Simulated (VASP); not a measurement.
# Sn3Pb5Se8 (R-3m) in VASP: a series of runs

The runs below take Sn3Pb5Se8 through relaxation of cell and atoms, with PBEsol.

Program: VASP 6.6.1. These are calculated values, not measurements. Logs are shortened: lines on timing, memory, paths and dates and some standing lists are left out, and cuts for length are marked.

**1. The crystal as given**

The structure is trigonal, space group R-3m (No. 166). Conventional cell: a = 8.603 Å, b = 8.603 Å, c = 21.073 Å, α = 90.00°, β = 90.00°, γ = 120.00°. Sn (site symmetry 2/m) is surrounded by 6 Se at 3.04 Å. Pb (site symmetry -3m) has 6 Se at 3.04 Å as nearest neighbours. Around Pb (site symmetry -3m) lie 6 Se at 3.04 Å. Pb (site symmetry 2/m) is surrounded by 6 Se at 3.04 Å. Se (site symmetry m) has 4 Pb at 3.04 Å and 2 Sn at 3.04 Å as nearest neighbours. Around Se (site symmetry 3m) lie 3 Sn at 3.04 Å and 3 Pb at 3.04 Å.

The cell was built by a generator and needn't be a form met in nature.

**2. Relaxation of cell and atoms, PBEsol**

File INCAR:

```
SYSTEM = Sn3Pb5Se8
PREC = Accurate
ENCUT = 600
EDIFF = 1E-6
ISMEAR = 0
SIGMA = 0.03
LREAL = .False.
LASPH = .True.
NELM = 80
ALGO = Normal
ISIF = 3
LWAVE = .False.
LCHARG = .False.
GGA = PS
IBRION = 2
NSW = 90
EDIFFG = -0.01
KPAR = 4
```

File KPOINTS:

```
Automatic mesh
0
Gamma
  6 6 5
  0 0 0
```

File POSCAR:

```
Sn3Pb5Se8
1.0
    0.0000000000      6.0833125000     -6.0833125000
   -6.0833125000      0.0000000000     -6.0833125000
   -6.0833125000      6.0833125000      0.0000000000
Sn Pb Se
3 5 8
Direct
    0.5000000000      0.5000000000      0.0000000000
    0.0000000000      0.5000000000      0.0000000000
    0.5000000000      0.0000000000      0.0000000000
    0.0000000000      0.0000000000      0.0000000000
    0.5000000000      0.5000000000      0.5000000000
    0.0000000000      0.5000000000      0.5000000000
    0.5000000000      0.0000000000      0.5000000000
    0.0000000000      0.0000000000      0.5000000000
    0.7500000000      0.7500000000      0.2500000000
    0.2500000000      0.7500000000      0.2500000000
    0.7500000000      0.2500000000      0.2500000000
    0.2500000000      0.2500000000      0.2500000000
    0.7500000000      0.7500000000      0.7500000000
    0.2500000000      0.7500000000      0.7500000000
    0.7500000000      0.2500000000      0.7500000000
    0.2500000000      0.2500000000      0.7500000000
```

Potentials or basis: VASP PAW PBE potentials, release 64 (Sn_d, Pb_d, Se).

The run is started by

```sh
$ cat potpaw_PBE.64/Sn_d/POTCAR potpaw_PBE.64/Pb_d/POTCAR potpaw_PBE.64/Se/POTCAR > POTCAR
$ mpirun -np 4 vasp_std > vasp.out
```

OUTCAR:

```text
SYSTEM = Sn3Pb5Se8
   PREC = Accurate
   ENCUT = 600
   EDIFF = 1E-6
   ISMEAR = 0
   LREAL = .False.
   LASPH = .True.
   NELM = 80
   ISIF = 3
   GGA = PS
   IBRION = 2
   NSW = 90
   EDIFFG = -0.01

 ion  position               nearest neighbor table
   1  0.500  0.500  0.000-  10 3.04  11 3.04  12 3.04  13 3.04  14 3.04  15 3.04
   2  0.000  0.500  0.000-   9 3.04  11 3.04  12 3.04  13 3.04  14 3.04  16 3.04
   3  0.500  0.000  0.000-   9 3.04  10 3.04  12 3.04  13 3.04  15 3.04  16 3.04
   4  0.000  0.000  0.000-   9 3.04  10 3.04  11 3.04  14 3.04  15 3.04  16 3.04
   5  0.500  0.500  0.500-   9 3.04  10 3.04  11 3.04  14 3.04  15 3.04  16 3.04
   6  0.000  0.500  0.500-   9 3.04  10 3.04  12 3.04  13 3.04  15 3.04  16 3.04
[... 8 lines left out ...]
  15  0.750  0.250  0.750-   1 3.04   3 3.04   4 3.04   5 3.04   6 3.04   8 3.04
  16  0.250  0.250  0.750-   2 3.04   3 3.04   4 3.04   5 3.04   6 3.04   7 3.04

  LATTYP: Found a face centered cubic cell.
 ALAT       =    12.1666250000

  Lattice vectors:

 A1 = (   0.0000000000,   6.0833125000,  -6.0833125000)
 A2 = (  -6.0833125000,   0.0000000000,  -6.0833125000)
 A3 = (  -6.0833125000,   6.0833125000,   0.0000000000)

Analysis of symmetry for initial positions (statically):
=====================================================================
 Subroutine PRICEL returns:
 Original cell was already a primitive cell.

 Routine SETGRP: Setting up the symmetry group for a
 face centered cubic supercell.

 Subroutine GETGRP returns: Found 12 space group operations
 (whereof 12 operations were pure point group operations)
 out of a pool of 48 trial point group operations.

The static configuration has the point symmetry D_3d.

Analysis of symmetry for dynamics (positions and initial velocities):
=====================================================================
 Subroutine PRICEL returns:
 Original cell was already a primitive cell.

 Routine SETGRP: Setting up the symmetry group for a
 face centered cubic supercell.

 Subroutine GETGRP returns: Found 12 space group operations
 (whereof 12 operations were pure point group operations)
 out of a pool of 48 trial point group operations.

The dynamic configuration has the point symmetry D_3d.

 Subroutine INISYM returns: Found 12 space group operations
 (whereof 12 operations are pure point group operations),
 and found     1 'primitive' translations

----------------------------------------------------------------------------------------

                                     Primitive cell

  volume of cell :     450.2465

  direct lattice vectors                    reciprocal lattice vectors
     0.000000000  6.083312500 -6.083312500     0.082192062  0.082192062 -0.082192062
    -6.083312500  0.000000000 -6.083312500    -0.082192062 -0.082192062 -0.082192062
    -6.083312500  6.083312500  0.000000000    -0.082192062  0.082192062  0.082192062

  length of vectors
     8.603103042  8.603103042  8.603103042     0.142360828  0.142360828  0.142360828

  position of ions in fractional coordinates (direct lattice)
     0.500000000  0.500000000  0.000000000
     0.000000000  0.500000000  0.000000000
     0.500000000  0.000000000  0.000000000
     0.000000000  0.000000000  0.000000000
     0.500000000  0.500000000  0.500000000
     0.000000000  0.500000000  0.500000000
[... 8 lines left out ...]
     0.750000000  0.250000000  0.750000000
     0.250000000  0.250000000  0.750000000

  ion indices of the primitive-cell ions
   primitive index   ion index
                 1           1
                 2           2
                 3           3
                 4           4
                 5           5
                 6           6
[... 8 lines left out ...]
                15          15
                16          16

----------------------------------------------------------------------------------------

 KPOINTS: Automatic mesh

Automatic generation of k-mesh.
 Grid dimensions read from file:
 generate k-points for:    6    6    5

[... 23 lines left out ...]
|     classes:                                                                |
|                                                                             |
|        The reciprocal lattice is body-centered cubic,                       |
|        whereas your k-lattice is base-centered monoclinic.                  |
|                                                                             |
|     Results are often still useful ...                                      |
|                                                                             |
 -----------------------------------------------------------------------------

 WARNING: IBZKPT: internal override: KBLOWUP is changed to .FALSE.
      ... skipping the blow-up phase ...

 Subroutine IBZKPT returns following result:
 ===========================================

 Found     55 irreducible k-points:

 Following reciprocal coordinates:
            Coordinates               Weight
  0.000000  0.000000  0.000000      1.000000
  0.166667  0.000000  0.000000      4.000000
  0.333333  0.000000  0.000000      4.000000
  0.500000  0.000000  0.000000      2.000000
  0.166667  0.166667  0.000000      2.000000
  0.333333  0.166667  0.000000      4.000000
[... 16 lines left out ...]
 -0.333333  0.166667  0.200000      4.000000
 -0.166667  0.166667  0.200000      4.000000
 [... further k-points ...]
   k-points           NKPTS =     55   k-points in BZ     NKDIM =     55   number of bands    NBANDS=     96
   number of dos      NEDOS =    301   number of ions     NIONS =     16
   total plane-waves  NPLWV = 343000
   dimension x,y,z NGX =    70 NGY =   70 NGZ =   70
   dimension x,y,z NGXF=   140 NGYF=  140 NGZF=  140
   ions per type =               3   5   8
   NGX,Y,Z   is equivalent  to a cutoff of  13.53, 13.53, 13.53 a.u.
   NGXF,Y,Z  is equivalent  to a cutoff of  27.05, 27.05, 27.05 a.u.
 SYSTEM =  Sn3Pb5Se8
   PREC   = accura    normal or accurate (medium, high low for compatibility)
   ISTART =      0    job   : 0-new  1-cont  2-samecut
   ICHARG =      2    charge: 1-file 2-atom 10-const
   ISPIN  =      1    spin polarized calculation?
   LNONCOLLINEAR =      F non collinear calculations
   LSORBIT =      F    spin-orbit coupling
   LASPH  =      T    aspherical Exc in radial PAW
   ENCUT  =  600.0 eV  44.10 Ry    6.64 a.u.  17.18 17.18 17.18*2*pi/ulx,y,z
   NELM   =     80;   NELMIN=  2; NELMDL= -5     # of ELM steps
   EDIFF  = 0.1E-05   stopping-criterion for ELM
   LREAL  =      F    real-space projection
   EDIFFG = -.1E-01   stopping-criterion for IOM
   NSW    =     90    number of steps for IOM
   IBRION =      2    ionic relax: 0-MD 1-quasi-New 2-CG
   NFREE  =      1    steps in history (QN), initial steepest desc. (CG)
   ISIF   =      3    stress and relaxation
   ISYM   =      2    0-nonsym 1-usesym 2-fastsym
   POTIM  = 0.5000    time-step for ionic-motion
   TEBEG  =    0.0;   TEEND  =   0.0 temperature during run
   PSTRESS=    0.0 pullay stress
   NELECT =     160.0000    total number of electrons
   NUPDOWN=      -1.0000    fix difference up-down
   EMIN   =  10.00;   EMAX   =-10.00  energy-range for DOS
   EFERMI =   0.00;   METHOD = LEGACY
   ISMEAR =     0;   SIGMA  =   0.03  broadening in eV -4-tet -1-fermi 0-gaus
   EFERMI_NEDOS =   21; number of points for ismear=-14 and -15
   IALGO  =     38    algorithm
   IMIX   =      4    mixing-type and parameters
     AMIX     =   0.40;   BMIX     =  1.00
     AMIX_MAG =   1.60;   BMIX_MAG =  1.00
  volume/ion in A,a.u.               =      28.14       189.90
  Fermi-wavevector in a.u.,A,eV,Ry     =   1.159573  2.191275 18.294518  1.344609
  Thomas-Fermi vector in A             =   2.296164
   LORBIT       =      0    0 simple, 1 ext, 2 COOP (PROOUT), +10 PAW based schemes
   GGA     = PS    functional components
   LHFCALC =     F    Hartree Fock is set to
   AEXX    =    0.0000 exact exchange contribution
   IVDW    =     0    specifies the selected vdW correction
   LEPSILON=     F    determine dielectric tensor
   LRPA    =     F    only Hartree local field effects (RPA)
 conjugate gradient relaxation of ions
 non-spin polarized calculation
 Gauss-broadening in eV      SIGMA  =   0.03
  energy-cutoff  :      600.00
  volume of cell :      450.25
 maximum number of plane-waves:     15065
 NGX is ok and might be reduce to    70
   NGX = 35   NGY = 35   NGZ = 35

--------------------------------------- Ionic step        1  -------------------------------------------

 number of electron     159.9999991 magnetization

 Free energy of the ion-electron system (eV)
  ---------------------------------------------------
  ext. energy  EPLUGINS =         0.00000000
  ---------------------------------------------------
  free energy    TOTEN  =       -71.37429434 eV

  energy without entropy =      -71.37401332  energy(sigma->0) =      -71.37415383

------------------------ aborting loop because EDIFF is reached ----------------------------------------

  FORCE on cell =-STRESS in cart. coord.  units (eV):
  Direction    XX          YY          ZZ          XY          YZ          ZX
  --------------------------------------------------------------------------------------
  -------------------------------------------------------------------------------------
  Total       -2.3589106     -2.3589106     -2.3589106      0.0120450     -0.0120450      0.0120450
  in kB       -8.3940525     -8.3940525     -8.3940525      0.0428615     -0.0428615      0.0428615
  external PRESSURE =      -8.3940525 kB  Pullay stress =       0.0000000 kB
[... 187 lines left out ...]
--------------------------------------- Ionic step        5  -------------------------------------------

 number of electron     159.9999999 magnetization

 Free energy of the ion-electron system (eV)
  ---------------------------------------------------
  ext. energy  EPLUGINS =         0.00000000
  ---------------------------------------------------
  free energy    TOTEN  =       -71.44900370 eV

  energy without entropy =      -71.44872429  energy(sigma->0) =      -71.44886399

 E-fermi :   5.3986     XC(G=0):  -9.8235

 val. band max:        5.3893408567   @ k =   0.0000   0.0000   0.0000
 cond. band min:       5.6493236985   @ k =   0.0000   0.0000   0.0000
 fundamental gap:      0.2599828418
 Fermi energy:         5.3986243244

 k-point     1 :       0.0000    0.0000    0.0000
  band No.  band energies     occupation
      1     -16.0555      2.00000
      2     -16.0495      2.00000
      3     -16.0495      2.00000
      4     -16.0393      2.00000
      5     -16.0393      2.00000
      6     -16.0384      2.00000
[... 2269 lines left out ...]
     91       8.6772      0.00000
     92       8.7159      0.00000

 [... further k-points ...]

 [bands above 92 left out]

------------------------ aborting loop because EDIFF is reached ----------------------------------------

  FORCE on cell =-STRESS in cart. coord.  units (eV):
  Direction    XX          YY          ZZ          XY          YZ          ZX
  --------------------------------------------------------------------------------------
  -------------------------------------------------------------------------------------
  Total        0.1055244      0.1055244      0.1055244     -0.0256300      0.0256300     -0.0256300
  in kB        0.3823670      0.3823670      0.3823670     -0.0928702      0.0928702     -0.0928702
  external PRESSURE =       0.3823670 kB  Pullay stress =       0.0000000 kB
[... 31 lines left out ...]
  FREE ENERGIE OF THE ION-ELECTRON SYSTEM (eV)
  ---------------------------------------------------
  free  energy   TOTEN  =       -71.4490037004 eV

  energy  without entropy=      -71.4487242859  energy(sigma->0) =      -71.44886399

 reached required accuracy - stopping structural energy minimisation
```

Wall time 47 min (4 MPI ranks of Intel Xeon Platinum 8488C (Sapphire Rapids), shared host); peak memory 2.3 GiB.

What came out:

```yaml
Free_energy: -71.4490 eV
Relaxed_volume: 27.64 Å³/atom
Relaxed_cell: a = 8.552 Å, b = 8.552 Å, c = 8.551 Å, α = 60.00°, β = 60.00°, γ = 60.00°
Space_group_after_relaxing_to_0.05_Å: R-3m (No. 166)
Energy_gained_by_relaxing: 4.7 meV/atom
Ionic_steps: 5
Pressure_after_relaxing: 0.0 GPa
Largest_force_after_relaxing: 0.004 eV/Å
Band_gap_on_the_k_mesh: none (metal or under the smearing width)
```

Forces on the atoms (eV/Å):
```
Sn   0.000  0.000  0.000
Sn   0.000  0.000  0.000
Sn   0.000  0.000  0.000
Pb   0.000  0.000  0.000
Pb   0.000  0.000  0.000
Pb   0.000  0.000  0.000
Pb   0.000  0.000  0.000
Pb   0.000  0.000  0.000
Se   0.002 -0.002  0.000
Se   0.002  0.000 -0.002
Se   0.000 -0.002 -0.002
Se  -0.002  0.002  0.002
Se   0.002 -0.002 -0.002
Se   0.000  0.002  0.002
Se  -0.002  0.000  0.002
Se  -0.002  0.002  0.000
```

The path:
```
step  energy change (eV)  largest force (eV/Å)  pressure (GPa)  volume (Å³)
   1              0.0000                0.3061           -0.84       450.25
   2             -0.0416                0.2444            0.28       440.71
   3             -0.0418                0.2396            0.36       440.01
   4             -0.0627                0.1415            0.23       440.87
   5             -0.0747                0.0036            0.04       442.16
```

Final structure:
```xyz
16
Lattice="0.0000 6.0469 -6.0469 -6.0469 0.0000 -6.0469 -6.0465 6.0465 -0.0004" Properties=species:S:1:pos:R:3 pbc="T T T"
Sn   -3.0234    3.0234   -6.0469
Sn   -3.0234    0.0000   -3.0234
Sn    0.0000    3.0234   -3.0234
Pb    0.0000    0.0000    0.0000
Pb   -6.0467    6.0467   -6.0470
Pb   -6.0467    3.0233   -3.0236
Pb   -3.0233    6.0467   -3.0236
Pb   -3.0233    3.0233   -0.0002
Se   -6.0134    6.0134   -9.0704
Se   -6.0134    3.0234   -6.0803
Se   -3.0234    6.0134   -6.0803
Se   -2.9901    2.9901   -3.0568
Se   -9.1033    9.1033   -9.0373
Se   -9.0700    6.0800   -6.0138
Se   -6.0800    9.0700   -6.0138
Se   -6.0800    6.0800   -3.0237
```

Caveat: the PAW data sets were made with another functional, which shifts forces and pressure a little.

**3. Relaxation of cell and atoms, PBEsol**

This run uses another cell than the first one, of 27.64 Å³/atom, 0.982 times its volume.

INCAR: that of step 2 with these lines changed.

```diff
@@ -3,3 +3,3 @@
 ENCUT = 600
-EDIFF = 1E-6
+EDIFF = 1E-7
 ISMEAR = 0
@@ -16,3 +16,3 @@
 NSW = 90
-EDIFFG = -0.01
+EDIFFG = -0.005
 KPAR = 4
```

KPOINTS is that of step 2.

File POSCAR:

```
Sn3Pb5Se8                               
1.0
   -0.0000000000      6.0468699671     -6.0468699671
   -6.0468699671      0.0000000000     -6.0468699671
   -6.0465112732      6.0465112732     -0.0003586939
  Sn              Pb              Se            
     3     5     8
Direct
     0.5000000000000000    0.5000000000000000    0.0000000000000000
     0.0000000000000000    0.5000000000000000    0.0000000000000000
     0.5000000000000000    0.0000000000000000    0.0000000000000000
     0.0000000000000000    0.0000000000000000    0.0000000000000000
     0.5000000000000000    0.5000000000000000    0.5000000000000000
     0.0000000000000000    0.5000000000000000    0.5000000000000000
     0.5000000000000000    0.0000000000000000    0.5000000000000000
     0.0000000000000000    0.0000000000000000    0.5000000000000000
     0.7499995542181408    0.7499995542181408    0.2444842935583456
     0.2555165980053724    0.7499995542181408    0.2444842935583456
     0.7499995542181408    0.2555165980053724    0.2444842935583456
     0.2527507215910986    0.2527507215910986    0.2417478352267043
     0.7472492784089014    0.7472492784089014    0.7582521647732958
     0.2500004457818590    0.7444834019946276    0.7555157064416543
     0.7444834019946276    0.2500004457818590    0.7555157064416543
     0.2500004457818590    0.2500004457818590    0.7555157064416543
```

Potentials or basis: VASP PAW PBE potentials, release 64 (Sn_d, Pb_d, Se).

The run is started by

```sh
$ cat potpaw_PBE.64/Sn_d/POTCAR potpaw_PBE.64/Pb_d/POTCAR potpaw_PBE.64/Se/POTCAR > POTCAR
$ mpirun -np 4 vasp_std > vasp.out
```

It took 23 min on 4 MPI ranks of Intel Xeon Platinum 8488C (Sapphire Rapids), shared host; peak memory 2.2 GiB.

The run converged. Its results:

```
Free energy                            : -71.4484 eV
Relaxed volume                         : 27.66 Å³/atom
Relaxed cell                           : a = 8.553 Å, b = 8.553 Å, c = 8.554 Å, α = 60.00°, β = 60.00°, γ = 60.00°
Space group after relaxing (to 0.05 Å) : R-3m (No. 166)
Energy gained by relaxing              : 0.0 meV/atom
Ionic steps                            : 2
Pressure after relaxing                : 0.0 GPa
Largest force after relaxing           : 0.003 eV/Å
Band gap on the k mesh                 : none (metal or under the smearing width)
```

Forces in eV/Å, atoms in the order of the input:
```
Sn   0.000  0.000  0.000
Sn   0.000  0.000  0.000
Sn   0.000  0.000  0.000
Pb   0.000  0.000  0.000
Pb   0.000  0.000  0.000
Pb   0.000  0.000  0.000
Pb   0.000  0.000  0.000
Pb   0.000  0.000  0.000
Se   0.001 -0.001  0.000
Se   0.001  0.000 -0.001
Se   0.000 -0.001 -0.001
Se  -0.002  0.002  0.002
Se   0.002 -0.002 -0.002
Se   0.000  0.001  0.001
Se  -0.001  0.000  0.001
Se  -0.001  0.001  0.000
```

Final structure:
```
CELL_PARAMETERS angstrom
0.00000 6.04807 -6.04807
-6.04807 0.00000 -6.04807
-6.04865 6.04865 0.00058
ATOMIC_POSITIONS crystal
Sn 0.50000 0.50000 0.00000
Sn 0.00000 0.50000 0.00000
Sn 0.50000 0.00000 0.00000
Pb 0.00000 0.00000 0.00000
Pb 0.50000 0.50000 0.50000
Pb 0.00000 0.50000 0.50000
Pb 0.50000 0.00000 0.50000
Pb 0.00000 0.00000 0.50000
Se 0.75000 0.75000 0.24447
Se 0.25553 0.75000 0.24447
Se 0.75000 0.25553 0.24447
Se 0.25274 0.25274 0.24177
Se 0.74726 0.74726 0.75823
Se 0.25000 0.74447 0.75553
Se 0.74447 0.25000 0.75553
Se 0.25000 0.25000 0.75553
```

Levels at points of the mesh, in eV from the Fermi level:
```tsv
k point	band 77	band 78	band 79	band 80	band 81	band 82	band 83	band 84
(0.00, 0.00, 0.00)	-0.11	-0.03	-0.01	-0.01	-0.01	0.25	0.28	0.28
(0.50, 0.00, 0.00)	-1.97	-1.95	-1.09	-1.07	1.94	2.08	2.58	2.59
(0.50, 0.50, 0.00)	-0.96	-0.69	-0.57	-0.50	1.14	1.18	1.21	1.22
```

Caveat: the PAW data sets were made with another functional, which shifts forces and pressure a little.
